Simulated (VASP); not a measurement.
Input:

```
CELL_PARAMETERS angstrom
      3.41217    -5.77565     0.00000
      1.64789     2.85422     0.00000
      0.00000     0.00000     5.29064
ATOMIC_POSITIONS crystal
  In 0.34893 0.34893 0.49811
  In 0.15106 0.65107 0.99811
  N  0.36197 0.36197 0.90349
  N  0.13803 0.63803 0.40349
  N  0.80028 0.30028 0.86331
  N  0.69972 0.69972 0.36331
  Al 0.82991 0.32991 0.49909
  Al 0.67009 0.67009 0.99909
```

The numbers are results of PBEsol GGA, VASP's PBE PAW potentials (set 64) (plane waves; VASP), not measurements. Settings: 520 eV cut-off, 5×9×5 Γ-centred mesh, tetrahedra with Blöchl corrections, potentials In_d N Al.

The cores are frozen, which limits the accuracy of field gradients.

Q: Give the principal components of the electric field gradient (V/Å²) and the asymmetry η at each nucleus.

A: 
| atom | Vxx | Vyy | Vzz | η |
|---|---|---|---|---|
| In1 | 37.8 | 0.0 | -37.8 | 1.00 |
| In2 | 37.8 | 0.0 | -37.8 | 1.00 |
| N3 | -9.7 | -3.7 | 13.4 | 0.45 |
| N4 | -9.7 | -3.7 | 13.4 | 0.45 |
| N5 | -18.0 | -6.3 | 24.4 | 0.48 |
| N6 | -18.0 | -6.3 | 24.4 | 0.48 |
| Al7 | 6.3 | 2.0 | -8.3 | 0.52 |
| Al8 | 6.3 | 2.0 | -8.3 | 0.52 |

The structure was generated: Al2In2N4 was put into an ordered model structure (Pmn2_1), which need not be its known phase. It was relaxed first.
